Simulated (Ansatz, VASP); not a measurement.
## Ca2Os3: VASP beside Ansatz

```
Ca Os
1.0
     4.75431    0.00000    0.00000
     0.00000    4.75431    0.00000
     0.00000    0.00000    4.75431
Ca Os
2 3
Cartesian
  0.0000 0.0000 0.0000
  2.3772 2.3772 2.3772
  0.0000 2.3772 2.3772
  2.3772 0.0000 2.3772
  2.3772 2.3772 0.0000
```

Alike in both runs: task relaxation of cell and atoms; functional PBE; k mesh 8 × 8 × 8; occupations gaussian, width 0.1 eV; no spin polarisation.

|  | VASP | Ansatz |
| --- | --- | --- |
| version | VASP 6.6.1 | Ansatz 0.2.0 |
| potentials or method | VASP PAW PBE potentials, release 64 (Ca_sv, Os) | scalar-relativistic, plane waves, PAW |
| plane-wave cutoff (eV) | 600 | 420 |
| valence electrons in the cell | 44 | 68 |

|  | VASP | Ansatz | Ansatz less VASP |
| --- | --- | --- | --- |
| gap on the k mesh at the Fermi level, each at its own relaxed structure (eV) | none | none | - |
| relaxed volume (Å³/atom) | 21.94 | 21.74 | -0.208 |
| relaxed cell length with the largest relative difference (Å) | 4.787 | 4.772 | -0.0152 |
| energy change over the relaxation (meV/atom) | -2 | -1 | +1.5 |

A gap of «none» marks a metal or a gap that the smearing closes. The two sets of potentials don't hold the same shells in valence.

Spin-orbit coupling is left out, which matters for the levels of Os.
